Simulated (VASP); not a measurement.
Cu:

```
CELL_PARAMETERS angstrom
0.00000 1.80750 1.80750
1.80750 0.00000 1.80750
1.80750 1.80750 0.00000
ATOMIC_POSITIONS crystal
Cu 0.00000 0.00000 0.00000
```

```yaml
Program: VASP 6.6.1
Task: relaxation of cell and atoms
Functional: PBEsol
Potentials_or_basis: VASP PAW PBE potentials, release 64 (Cu)
Cutoff: 600 eV
k_mesh: 18 × 18 × 18
Occupations: methfessel-paxton, width 0.1 eV
Spin: no spin polarisation
```

At the start: pressure -5.6 GPa; volume 11.81 Å³/atom.

Where does the relaxation end?

Over 3 steps the energy falls by 8.0 meV/atom and the volume is 11.37 Å³/atom (-3.7 %); space group Fm-3m (No. 225, to 0.05 Å).

Step by step:
```csv
step,energy change (eV),largest force (eV/Å),pressure (GPa),volume (Å³)
1,0.0000,0.0000,-5.61,11.81
2,-0.0049,0.0000,3.95,11.12
3,-0.0080,0.0000,0.03,11.37
```

Final structure:
```
Cu
1.0
     0.00000    1.78486    1.78486
     1.78486    0.00000    1.78486
     1.78486    1.78486    0.00000
Cu
1
Direct
  0.00000 0.00000 0.00000
```

Caveat: the PAW data sets were made with another functional, which shifts forces and pressure a little.
